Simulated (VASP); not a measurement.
# AgCl: structure and properties in VASP, part 3 of 4

Aim: relax AgCl, then compute properties on the relaxed cell. The start is a computed cell from the Materials Project.

VASP 6.6.1; LDA; plane waves and PAW (Ag, Cl).

So far, gap on the k-mesh (eV): step 2 (relaxing cell and atoms (LDA)) 0.750; step 3 (second relaxation) 0.750. The relaxed cell has a = 5.350 Å (conventional setting).

### 6. Total and projected DOS (LDA)

Here the states are counted by energy and projected on the atoms. The mesh is finer than in the run before.

Contents of INCAR:

```
SYSTEM = AgCl
PREC = Accurate
ENCUT = 400
EDIFF = 1E-06
NELM = 100
ISMEAR = -5
SIGMA = 0.05
LREAL = .FALSE.
ALGO = Normal
GGA = CA
NBANDS = 21
LASPH = .TRUE.
LORBIT = 11
LWAVE = .FALSE.
LCHARG = .FALSE.
KPAR = 2
NEDOS = 2001
```

Contents of POSCAR:

```
AgCl
1.0
    0.0000000000      2.6748223195      2.6748223195
    2.6748223195      0.0000000000      2.6748223195
    2.6748223195      2.6748223195      0.0000000000
Ag Cl
1 1
Direct
    0.0000000000      0.0000000000      0.0000000000
    0.5000000000      0.5000000000      0.5000000000
```

Contents of KPOINTS:

```
Automatic mesh
0
Gamma
11 11 11
0 0 0
```

The projector-augmented-wave data sets are Ag and Cl (LDA family, release 64).

Launch:

```console
$ mpirun -np 2 vasp_std
```

What it wrote:

```text
[... set-up lines as in an earlier step ...]
 entering main loop
       N       E                     dE             d eps       ncg     rms          rms(c)
DAV:   1     0.904682120487E+02    0.90468E+02   -0.70685E+03  2432   0.629E+02
DAV:   2    -0.344665608536E+01   -0.93915E+02   -0.86096E+02  2749   0.176E+02
DAV:   3    -0.692712009625E+01   -0.34805E+01   -0.34592E+01  2817   0.342E+01
DAV:   4    -0.694824082606E+01   -0.21121E-01   -0.21118E-01  2662   0.292E+00
DAV:   5    -0.694846685292E+01   -0.22603E-03   -0.22602E-03  2839   0.291E-01    0.858E+00
DAV:   6    -0.680260717325E+01    0.14586E+00   -0.11779E-01  2807   0.515E+00    0.563E+00
DAV:   7    -0.679497432838E+01    0.76328E-02   -0.47909E-02  2775   0.115E+00    0.214E+00
DAV:   8    -0.679288031708E+01    0.20940E-02   -0.24674E-03  2737   0.389E-01    0.238E-01
DAV:   9    -0.679278622746E+01    0.94090E-04   -0.29764E-04  2815   0.166E-01    0.350E-02
DAV:  10    -0.679278846312E+01   -0.22357E-05   -0.69374E-06  2742   0.250E-02    0.187E-02
DAV:  11    -0.679278997647E+01   -0.15134E-05   -0.23269E-06  2802   0.970E-03    0.499E-03
DAV:  12    -0.679278993429E+01    0.42185E-07   -0.41473E-08  1616   0.131E-03
   1 F= -.67927899E+01 E0= -.67927899E+01  d E =0.000000E+00
```

Wall time 35 s (2 MPI ranks of AMD EPYC 7R43, shared host); peak memory 0.24 GiB; 68 s of CPU time.

OUTCAR, selected parts (step 6):

```text
   k-points           NKPTS =     56   k-points in BZ     NKDIM =     56   number of bands    NBANDS=     21

   NELECT =      18.0000    total number of electrons

 E-fermi :   5.0161

 k-point     1 :       0.0000    0.0000    0.0000
  band No.  band energies     occupation
    ...
      5       2.0788      2.00000
      6       2.0788      2.00000
      7       2.2861      2.00000
      8       2.2861      2.00000
      9       2.2861      2.00000
     10       5.7086      0.00000
     11      15.7622      0.00000
     12      15.7622      0.00000
     13      15.7622      0.00000
     14      16.9121      0.00000
    ...

  Total        0.0026497      0.0026497      0.0026497      0.0000000      0.0000000     -0.0000000
  in kB        0.1109149      0.1109149      0.1109149      0.0000000      0.0000000     -0.0000000
  external PRESSURE =       0.1109149 kB  Pullay stress =       0.0000000 kB

 POSITION                                       TOTAL-FORCE (eV/Angst)
 -----------------------------------------------------------------------------------
      0.00000      0.00000      0.00000         0.000000     -0.000000     -0.000000
      2.67482      2.67482      2.67482        -0.000000      0.000000      0.000000
 -----------------------------------------------------------------------------------
    total drift:                                0.000000      0.000000      0.000000

  FREE ENERGIE OF THE ION-ELECTRON SYSTEM (eV)
  ---------------------------------------------------
  free  energy   TOTEN  =        -6.7927899343 eV

  energy  without entropy=       -6.7927899343  energy(sigma->0) =       -6.79278993

[... 7 parts as in an earlier step ...]

[... 9 further parts left out ...]
```

This step gave:

- irreducible k-points: 56
- free energy (TOTEN): -6.793 eV
- Fermi energy: 5.016 eV
- pressure: 0.01109 GPa
- valence top at k: 0.4545, 0, 0
- least direct gap at k: -0.09091, 0.09091, 0
- gap on the k-mesh: 0.6938 eV
- least direct gap on the k-mesh: 3.272 eV

The density of states has structure finer than the step of the table below, so its rows give means over 0.5 eV, whole bins alone (the curve runs from -12.0 to 8.60 eV). Peaks (eV: height): total -4.84: 8.86, -2.48: 13.2, -2.21: 12.7, 7.97: 5.01; Ag d -4.84: 2.95, -2.48: 12.3, -2.21: 10.4; Cl p -5.46: 1.20, -4.84: 3.25, -2.14: 1.16, 7.97: 0.667; Ag s -5.67: 0.213, -2.21: 0.213, 4.17: 0.330, 5.62: 0.172; Ag p -5.18: 0.09, -4.84: 0.171, 4.65: 0.105, 7.97: 0.714.

States under -12.0 eV and over 8.6 eV are left out. Table of density of states by energy, zero at the valence-band top; means over each step; values in states/eV/cell:

| energy (eV) | total | Ag d | Cl p | Ag s | Ag p |
| --- | --- | --- | --- | --- | --- |
| -7.0 | 0 | 0 | 0 | 0 | 0 |
| -6.5 | 0.00139 | 1.6e-4 | 5.0e-4 | 1.6e-4 | 0 |
| -6.0 | 0.687 | 0.0846 | 0.253 | 0.0701 | 0.00486 |
| -5.5 | 2.35 | 0.347 | 0.911 | 0.158 | 0.0462 |
| -5.0 | 3.21 | 0.954 | 1.20 | 0.0383 | 0.0688 |
| -4.5 | 3.76 | 1.26 | 1.39 | 0.0204 | 0.0712 |
| -4.0 | 1.67 | 0.544 | 0.637 | 0.00629 | 0.0365 |
| -3.5 | 0.345 | 0.161 | 0.103 | 0.00104 | 0.00432 |
| -3.0 | 2.09 | 1.77 | 0.0811 | 0.00381 | 0.00404 |
| -2.5 | 7.04 | 6.31 | 0.201 | 0.0242 | 0.00830 |
| -2.0 | 5.06 | 3.86 | 0.616 | 0.0732 | 0.0322 |
| -1.5 | 1.98 | 1.24 | 0.410 | 0.0312 | 0.0276 |
| -1.0 | 1.71 | 0.974 | 0.449 | 0.0199 | 0.0255 |
| -0.5 | 1.52 | 0.827 | 0.486 | 0.00604 | 0.0167 |
| 0.0 | 0.539 | 0.288 | 0.190 | 3.8e-4 | 0.00279 |
| 0.5 | 6.7e-5 | 0 | 0 | 2.4e-5 | 0 |
| 1.0 | 0.0138 | 1.3e-5 | 9.9e-4 | 0.00445 | 1.1e-4 |
| 1.5 | 0.0399 | 2.9e-4 | 0.00497 | 0.0117 | 7.0e-4 |
| 2.0 | 0.0896 | 0.00100 | 0.0113 | 0.0297 | 0.00183 |
| 2.5 | 0.259 | 0.00302 | 0.0278 | 0.0999 | 0.00627 |
| 3.0 | 0.434 | 0.00777 | 0.0572 | 0.157 | 0.0145 |
| 3.5 | 0.746 | 0.0195 | 0.119 | 0.244 | 0.0317 |
| 4.0 | 1.13 | 0.0271 | 0.170 | 0.302 | 0.0806 |
| 4.5 | 1.05 | 0.0234 | 0.149 | 0.257 | 0.0929 |
| 5.0 | 0.243 | 0.00531 | 0.0351 | 0.0579 | 0.0235 |
| 5.5 | 0.388 | 0.00778 | 0.0581 | 0.0713 | 0.0468 |
| 6.0 | 0.902 | 0.0187 | 0.118 | 0.125 | 0.128 |
| 6.5 | 0.901 | 0.0243 | 0.112 | 0.0900 | 0.141 |
| 7.0 | 0.799 | 0.0356 | 0.0906 | 0.0442 | 0.129 |
| 7.5 | 1.40 | 0.105 | 0.144 | 0.0231 | 0.189 |
| 8.0 | 3.27 | 0.200 | 0.419 | 0.0410 | 0.485 |

The gap on this mesh is 0.69 eV. In the top eV of the valence band the largest shares in the PAW spheres are Ag d 55 % and Cl p 31 %. The rest lies in smaller channels or between the spheres.

### 7. Core levels (LDA)

ICORELEVEL = 1 prints the core eigenvalues in the potential of the ground state.

Contents of INCAR:

```
SYSTEM = AgCl
PREC = Accurate
ENCUT = 400
EDIFF = 1E-06
NELM = 100
ISMEAR = 0
SIGMA = 0.05
LREAL = .FALSE.
ALGO = Normal
GGA = CA
NBANDS = 15
LASPH = .TRUE.
LORBIT = 11
LWAVE = .FALSE.
LCHARG = .FALSE.
KPAR = 2
ICORELEVEL = 1
```

POSCAR is that of step 6.

Contents of KPOINTS:

```
Automatic mesh
0
Gamma
7 7 7
0 0 0
```

Launch:

```console
$ mpirun -np 2 vasp_std
```

What it wrote:

```text
[... set-up lines as in an earlier step ...]
 entering main loop
       N       E                     dE             d eps       ncg     rms          rms(c)
DAV:   1     0.801028798158E+02    0.80103E+02   -0.75745E+03   656   0.873E+02
DAV:   2    -0.421424801016E+01   -0.84317E+02   -0.78934E+02   740   0.209E+02
DAV:   3    -0.692992212110E+01   -0.27157E+01   -0.27110E+01   712   0.388E+01
DAV:   4    -0.694794741155E+01   -0.18025E-01   -0.18023E-01   768   0.351E+00
DAV:   5    -0.694816151883E+01   -0.21411E-03   -0.21411E-03   726   0.370E-01    0.858E+00
DAV:   6    -0.680148542504E+01    0.14668E+00   -0.25651E-01   733   0.719E+00    0.556E+00
DAV:   7    -0.679479137497E+01    0.66941E-02   -0.67034E-02   719   0.184E+00    0.217E+00
DAV:   8    -0.679249631444E+01    0.22951E-02   -0.34716E-03   719   0.577E-01    0.260E-01
DAV:   9    -0.679241213901E+01    0.84175E-04   -0.36187E-04   824   0.232E-01    0.302E-02
DAV:  10    -0.679241655369E+01   -0.44147E-05   -0.12774E-05   705   0.378E-02    0.113E-02
DAV:  11    -0.679241705682E+01   -0.50312E-06   -0.86266E-07   559   0.906E-03
   1 F= -.67924171E+01 E0= -.67924171E+01  d E =-.659104E-15
```

Run time: 11 s. Hardware: 2 MPI ranks; peak memory 0.22 GiB.

Parts of OUTCAR (step 7):

```text
   NELECT =      18.0000    total number of electrons

 the core state eigenenergies are
   1-  1s -25172.8179  2s  -3702.5112  2p  -3325.5363  3s   -670.2499  3p   -545.9165
       3d   -348.5142  4s    -84.6019  4p    -48.4147
   2-  1s  -2725.5916  2s   -240.0377  2p   -180.1509

 E-fermi :   5.2245

 k-point     1 :       0.0000    0.0000    0.0000
  band No.  band energies     occupation
    ...
      5       2.0790      2.00000
      6       2.0790      2.00000
      7       2.2862      2.00000
      8       2.2862      2.00000
      9       2.2862      2.00000
     10       5.7086      0.00000
     11      15.7623      0.00000
     12      15.7623      0.00000
     13      15.7623      0.00000
     14      16.9121      0.00000
    ...

  Total        0.0051118      0.0051118      0.0051118     -0.0000000     -0.0000000      0.0000000
  in kB        0.2139792      0.2139792      0.2139792     -0.0000000     -0.0000000      0.0000000
  external PRESSURE =       0.2139792 kB  Pullay stress =       0.0000000 kB

 POSITION                                       TOTAL-FORCE (eV/Angst)
 -----------------------------------------------------------------------------------
      0.00000      0.00000      0.00000        -0.000000     -0.000000     -0.000000
      2.67482      2.67482      2.67482         0.000000      0.000000      0.000000
 -----------------------------------------------------------------------------------
    total drift:                                0.000000      0.000000      0.000000

  FREE ENERGIE OF THE ION-ELECTRON SYSTEM (eV)
  ---------------------------------------------------
  free  energy   TOTEN  =        -6.7924170568 eV

  energy  without entropy=       -6.7924170568  energy(sigma->0) =       -6.79241706

[... 11 parts as in an earlier step ...]

[... 5 further parts left out ...]
```

These are scalar-relativistic Kohn-Sham levels of the ground state, with no core hole, so they are not binding energies.

Numbers from this step:

```
SCF cycles                     : 11
bands                          : 15
irreducible k-points           : 20
free energy (TOTEN)            : -6.792 eV
Fermi energy                   : 5.224 eV
pressure                       : 0.02140 GPa
valence top at k               : 0.4286, 0, 0
least direct gap at k          : 0, 0, 0
gap on the k-mesh              : 0.7502 eV
least direct gap on the k-mesh : 3.422 eV
```

Kohn-Sham core levels. Core levels, by row:

```csv
atom,shell,level below the valence-band top (eV)
Ag1,1s,25178
Ag1,2s,3707
Ag1,2p,3330
Ag1,3s,675.2
Ag1,3p,550.9
Ag1,3d,353.5
Ag1,4s,89.56
Ag1,4p,53.37
Cl2,1s,2731
Cl2,2s,245
Cl2,2p,185.1
```

### 8. Electric field gradients (LDA)

Field gradients probe how far the charge around each nucleus departs from cubic symmetry; LASPH keeps the non-spherical terms inside the spheres.

INCAR, as its differences from that of step 7:

```diff
@@ -3,3 +3,3 @@
 ENCUT = 400
-EDIFF = 1E-06
+EDIFF = 1E-07
 NELM = 100
@@ -16,2 +16,2 @@
 KPAR = 2
-ICORELEVEL = 1
+LEFG = .TRUE.
```

POSCAR is that of step 7.

KPOINTS is that of step 7.

Launch:

```console
$ mpirun -np 2 vasp_std
```

What it wrote:

```text
[... set-up lines as in an earlier step ...]
 entering main loop
       N       E                     dE             d eps       ncg     rms          rms(c)
[... 10 cycles as in an earlier step ...]
DAV:  11    -0.679241706006E+01   -0.50637E-06   -0.89569E-07   761   0.906E-03    0.371E-03
DAV:  12    -0.679241699562E+01    0.64440E-07   -0.14916E-07   540   0.288E-03
ion   1
     0.0000000    -0.0000000     0.0000000    -0.0000000    -0.0000000    -0.0000000
     0.0000553    -0.0000000     0.0000000    -0.0000000    -0.0000000    -0.0000000
     0.0000762    -0.0000000     0.0000000    -0.0000000    -0.0000000    -0.0000000
     0.0001049    -0.0000000     0.0000000    -0.0000000    -0.0000000    -0.0000000
     0.0001445    -0.0000000     0.0000000    -0.0000000    -0.0000000    -0.0000000

     0.0000000    -0.0000000     0.0000000    -0.0000000    -0.0000000    -0.0000000
     0.0000553    -0.0000000     0.0000000    -0.0000000    -0.0000000    -0.0000000
     0.0000762    -0.0000000     0.0000000    -0.0000000    -0.0000000    -0.0000000
     0.0001049    -0.0000000     0.0000000    -0.0000000    -0.0000000    -0.0000000
     0.0001445    -0.0000000     0.0000000    -0.0000000    -0.0000000    -0.0000000

ion   2
     0.0000000    -0.0000000    -0.0000000    -0.0000000     0.0000000     0.0000000
     0.0000382    -0.0000000    -0.0000000    -0.0000000     0.0000000     0.0000000
     0.0000526    -0.0000000    -0.0000000    -0.0000000     0.0000000     0.0000000
     0.0000724    -0.0000000    -0.0000000    -0.0000000     0.0000000     0.0000000
     0.0000997    -0.0000000    -0.0000000    -0.0000000     0.0000000     0.0000000

     0.0000000    -0.0000000    -0.0000000    -0.0000000     0.0000000     0.0000000
     0.0000382    -0.0000000    -0.0000000    -0.0000000     0.0000000     0.0000000
     0.0000526    -0.0000000    -0.0000000    -0.0000000     0.0000000     0.0000000
     0.0000724    -0.0000000    -0.0000000    -0.0000000     0.0000000     0.0000000
     0.0000997    -0.0000000    -0.0000000    -0.0000000     0.0000000     0.0000000

   1 F= -.67924170E+01 E0= -.67924170E+01  d E =-.663027E-15
```

Wall time 12 s (2 MPI ranks); peak memory 0.21 GiB; 23 s of CPU time.

From OUTCAR (step 8):

```text
   NELECT =      18.0000    total number of electrons

 E-fermi :   5.2247

 k-point     1 :       0.0000    0.0000    0.0000
  band No.  band energies     occupation
    ...
      5       2.0789      2.00000
      6       2.0789      2.00000
      7       2.2866      2.00000
      8       2.2866      2.00000
      9       2.2866      2.00000
     10       5.7087      0.00000
     11      15.7624      0.00000
     12      15.7624      0.00000
     13      15.7624      0.00000
     14      16.9121      0.00000
    ...

  Total        0.0022138      0.0022138      0.0022138     -0.0000000     -0.0000000      0.0000000
  in kB        0.0926683      0.0926683      0.0926683     -0.0000000     -0.0000000      0.0000000
  external PRESSURE =       0.0926683 kB  Pullay stress =       0.0000000 kB

  FREE ENERGIE OF THE ION-ELECTRON SYSTEM (eV)
  ---------------------------------------------------
  free  energy   TOTEN  =        -6.7924169956 eV

  energy  without entropy=       -6.7924169956  energy(sigma->0) =       -6.79241700

 Electric field gradients after diagonalization (V/A^2)
 (convention: |V_zz| > |V_xx| > |V_yy|)
----------------------------------------------------------------------
 ion       V_xx      V_yy      V_zz     asymmetry (V_yy - V_xx)/ V_zz
----------------------------------------------------------------------
   1      -0.001    -0.001     0.003       0.000
   2       0.000     0.000    -0.000       0.000
----------------------------------------------------------------------

[... 11 parts as in an earlier step ...]

[... 7 further parts left out ...]
```

This step gave:

| Item | Value |
| --- | --- |
| SCF cycles | 12 |
| Fermi energy | 5.225 eV |
| pressure | 0.009267 GPa |
| gap on the k-mesh | 0.7501 eV |

Electric field gradients, by row:

| atom | Vxx (V/Å²) | Vyy (V/Å²) | Vzz (V/Å²) | asymmetry |
| --- | --- | --- | --- | --- |
| Ag1 | -0.001 | -0.001 | 0.003 | - |
| Cl2 | 0 | 0 | 0 | - |

All gradients vanish within the noise.

The run ends at a pressure of 0.01 GPa.

[end of part 3 of 4]

[Lines on the potential files, build, host, timing and source positions are cut from VASP's logs without a mark.]

[Logs are printed without paths, hosts, clocks, repeated set-up lines and the standing remarks that a program may print on its own settings, such as how far it seeks lower states.]

[Hosts, paths, dates, database ids (printed as entryN), source tags and the programs' standing remarks are cut or masked in the printed files.]

[A measured line is paired with the nearest computed mode of its activity, which favours agreement.]
